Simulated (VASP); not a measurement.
Output of a VASP run:

File OSZICAR:
```
       N       E                     dE             d eps       ncg     rms          rms(c)
DAV:   1     0.271612351108E+03    0.27161E+03   -0.14705E+04  6884   0.132E+03
DAV:   2    -0.173798804050E+02   -0.28899E+03   -0.28633E+03  7450   0.415E+02
DAV:   3    -0.241206520700E+02   -0.67408E+01   -0.66112E+01  8030   0.739E+01
DAV:   4    -0.241826987501E+02   -0.62047E-01   -0.61525E-01  7468   0.675E+00
DAV:   5    -0.241831743584E+02   -0.47561E-03   -0.47593E-03  7474   0.593E-01    0.263E+01
DAV:   6    -0.227286342558E+02    0.14545E+01   -0.34680E+00  7155   0.184E+01    0.827E+00
DAV:   7    -0.225497123026E+02    0.17892E+00   -0.67120E-01  7637   0.727E+00    0.940E-01
DAV:   8    -0.225375919275E+02    0.12120E-01   -0.12075E-02  6970   0.122E+00    0.236E-01
DAV:   9    -0.225376397308E+02   -0.47803E-04   -0.69241E-04  8059   0.162E-01    0.347E-02
DAV:  10    -0.225376338501E+02    0.58807E-05   -0.14308E-05  7196   0.334E-02    0.266E-02
DAV:  11    -0.225376305324E+02    0.33177E-05   -0.97288E-06  7021   0.269E-02    0.142E-03
DAV:  12    -0.225376302655E+02    0.26697E-06   -0.12362E-07  4518   0.312E-03    0.652E-04
DAV:  13    -0.225376299158E+02    0.34964E-06   -0.19932E-08  3406   0.105E-03    0.102E-04
DAV:  14    -0.225376298804E+02    0.35462E-07   -0.50341E-09  3391   0.481E-04
   1 F= -.22537630E+02 E0= -.22537630E+02  d E =0.000000E+00
```

**OUTCAR**
```
------------------------ aborting loop because EDIFF is reached ----------------------------------------
  FORCE on cell =-STRESS in cart. coord.  units (eV):
  Direction    XX          YY          ZZ          XY          YZ          ZX
  --------------------------------------------------------------------------------------
  Total        0.0790080      0.0790080     -0.0761044      0.0000000     -0.0000000      0.0000000
  in kB        4.5453298      4.5453313     -4.3782865      0.0000000     -0.0000000      0.0000000
  external PRESSURE =       1.5707915 kB  Pullay stress =       0.0000000 kB
  volume of cell :       27.85
      direct lattice vectors                 reciprocal lattice vectors
     1.358897305 -2.353679559  0.000000000     0.367945391 -0.212433336  0.000000000
     1.358897305  2.353679559  0.000000000     0.367945391  0.212433336  0.000000000
     0.000000000  0.000000000  4.353635349     0.000000000  0.000000000  0.229693100
 POSITION                                       TOTAL-FORCE (eV/Angst)
 -----------------------------------------------------------------------------------
      1.35890      0.78456      1.08841         0.000000     -0.000000      0.000000
      1.35890     -0.78456      3.26523         0.000000      0.000000      0.000000
 -----------------------------------------------------------------------------------
    total drift:                                0.000024      0.000605     -0.000043
  FREE ENERGIE OF THE ION-ELECTRON SYSTEM (eV)
  ---------------------------------------------------
  free  energy   TOTEN  =       -22.5376298804 eV

  energy  without entropy=      -22.5376298804  energy(sigma->0) =      -22.53762988

 total charge

# of ion       s       p       d       tot
------------------------------------------
    1        0.492   6.520   5.166  12.177
    2        0.492   6.520   5.166  12.177
--------------------------------------------------
tot          0.983  13.039  10.332  24.355
```
(Selected blocks of OUTCAR.)

**POSCAR**
```
Tc
1
    1.3588973053    -2.3536795591     0.0000000000
    1.3588973053     2.3536795591     0.0000000000
    0.0000000000     0.0000000000     4.3536353485
Tc
2
Direct
  0.3333330000   0.6666670000   0.2500000000
  0.6666670000   0.3333330000   0.7500000000
```

Q: Reconstruct the remaining input files.

A: One answer among several that fit: the input of the run itself, PBEsol GGA, plane waves, VASP's PBE PAW potentials (set 64).

### KPOINTS
```
Automatic mesh
0
G
17 17 10
```

**INCAR**
```
ALGO  =  Normal
EDIFF  =  1E-7
ENCUT  =  400
GGA  =  PS
ISIF  =  2
ISMEAR  =  -5
LASPH  =  .TRUE.
LCHARG  =  .TRUE.
LMAXMIX  =  4
LORBIT  =  11
LREAL  =  .FALSE.
LWAVE  =  .FALSE.
NEDOS  =  601
NELM  =  100
PREC  =  Accurate
SYSTEM  =  Tc
```

POTCAR, in this order: Tc_pv (PBE.64 set). Program: vasp_std.

For a metal the tetrahedron method with Blöchl corrections gives inexact stress and forces.

The compound is Tc in the hcp structure. It was relaxed first.
